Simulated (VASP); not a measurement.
Input:

```yaml
crystal:
  lattice:
    - [1.90374, -3.29737, 0.00000]
    - [1.90374, 3.29737, 0.00000]
    - [0.00000, 0.00000, 5.88356]
  atoms:
    - { symbol: Sn, position: [0.00000, 0.00000, 0.00000] }
    - { symbol: Se, position: [0.33333, 0.66667, 0.26813] }
    - { symbol: Se, position: [0.66667, 0.33333, 0.73187] }
```

Calculation: LDA (Ceperley-Alder, Perdew-Zunger) with spin-orbit coupling, VASP's LDA PAW potentials (set 64) (plane waves; VASP). Numerical set-up: 400 eV cut-off, 6×6×4 Γ-centred mesh, Gaussian smearing of 0.050 eV, potentials Sn_d Se.

The path is coarsely sampled, so an indirect gap can come out somewhat too large.

Question: Estimate the energy per atom (σ→0), band gap (over mesh and band path) with the smallest direct gap where there is one.

Answer: 
```yaml
band gap (over mesh and band path): 0.31 eV
smallest direct gap (over mesh and band path): 0.61 eV
energy per atom (σ→0): -4.626 eV/atom
```

The absolute energy has meaning only against runs of the same code, potentials and settings.

The compound is SnSe2 in the 1T layered structure. It was relaxed first.
